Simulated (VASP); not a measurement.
A run of VASP 6.6.1 is set up as follows.

Contents of INCAR:

```
SYSTEM = SiBH5
PREC = Accurate ; ENCUT = 520
EDIFF = 1E-7 ; ISMEAR = 0
SIGMA = 0.01 ; LREAL = .FALSE.
LASPH = .TRUE. ; NELM = 80
ALGO = Normal ; ISIF = 2
LWAVE = .FALSE. ; LCHARG = .FALSE.
METAGGA = R2SCAN ; LMIXTAU = .TRUE.
IVDW = 12 ; VDW_S6 = 1.0
VDW_S8 = 0.78981345 ; VDW_A1 = 0.49484001
VDW_A2 = 5.73083694 ; IBRION = 2
NSW = 60 ; EDIFFG = -0.01
```

Contents of KPOINTS:

```
Automatic mesh
0
G
  1 1 1
  0 0 0
```

The input POSCAR:

```
SiBH5
1.0
   12.0000000000      0.0000000000      0.0000000000
    0.0000000000     13.0000000000      0.0000000000
    0.0000000000      0.0000000000     12.0000000000
B Si H
1 1 5
Direct
    0.4829625000      0.4249923100      0.5401750000
    0.4939875000      0.5768615400      0.5107750000
    0.3927291700      0.3864076900      0.5473250000
    0.5620958300      0.3701076900      0.5511000000
    0.4352291700      0.6005615400      0.4042166700
    0.4345958300      0.6331230800      0.6014500000
    0.6094375000      0.6179000000      0.5031916700
```

Potentials or basis: VASP PAW PBE potentials, release 64 (B, Si, H).

The run is started by

```bash
$ cat potpaw_PBE.64/B/POTCAR potpaw_PBE.64/Si/POTCAR potpaw_PBE.64/H/POTCAR > POTCAR
$ mpirun -np 1 vasp_gam > vasp.out
```

(1) Predict the dispersion energy per atom.

(2) Estimate the energy gained by relaxing.

(3) Estimate the gap between the frontier levels.

Answers

(1) -0.004 eV.

(2) 0.1 meV/atom.

(3) 4.37 eV.
